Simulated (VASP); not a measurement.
Consider the following.

```
CELL_PARAMETERS angstrom
      4.95180     0.00000     0.00000
      0.00000     4.95180     0.00000
      0.00000     0.00000     4.95180
ATOMIC_POSITIONS crystal
  Si 0.50000 0.50000 0.50000
  Si 0.00000 0.00000 0.00000
  Mo 0.00000 0.50000 0.25000
  Mo 0.00000 0.50000 0.75000
  Mo 0.25000 0.00000 0.50000
  Mo 0.75000 0.00000 0.50000
  Mo 0.50000 0.25000 0.00000
  Mo 0.50000 0.75000 0.00000
```

All values below come from PBE GGA, VASP's PBE PAW potentials (set 64) (plane waves; VASP). Settings: 420 eV cut-off, 10×10×10 Γ-centred mesh, Gaussian smearing of 0.27 eV, potentials Si Mo_sv.

Energy and stress use the plane-wave basis of the starting cell.

### Question
The ions, cell shape and volume are relaxed. Which structure does the run end with?

### Answer

```
CELL_PARAMETERS angstrom
      4.90733     0.00000     0.00000
      0.00000     4.90733     0.00000
      0.00000     0.00000     4.90733
ATOMIC_POSITIONS crystal
  Si 0.50000 0.50000 0.50000
  Si 0.00000 0.00000 0.00000
  Mo 0.00000 0.50000 0.25000
  Mo 0.00000 0.50000 0.75000
  Mo 0.25000 0.00000 0.50000
  Mo 0.75000 0.00000 0.50000
  Mo 0.50000 0.25000 0.00000
  Mo 0.50000 0.75000 0.00000
```
Space group Pm-3n (223), at a tolerance of 0.03 Å.

### Question
How do energy and volume change from the first to the last step?

### Answer
The energy (σ→0) changes by -8.7 meV/atom and the volume by -2.7 %, in 4 ionic steps.

The structure comes from a computed database's SiMo3 entry; how it stands against other phases isn't given here. This run relaxes it. Symmetry was kept, so distortions that lower it aren't found. The run is one of a series of settings (EDIFF = 1E-09, EDIFFG = -0.005, ENCUT = 420, IBRION = 2, ISIF = 3, NSW = 50, KPOINTS 10×10×10 Γ-centred mesh against the base run), some of them coarse on purpose.
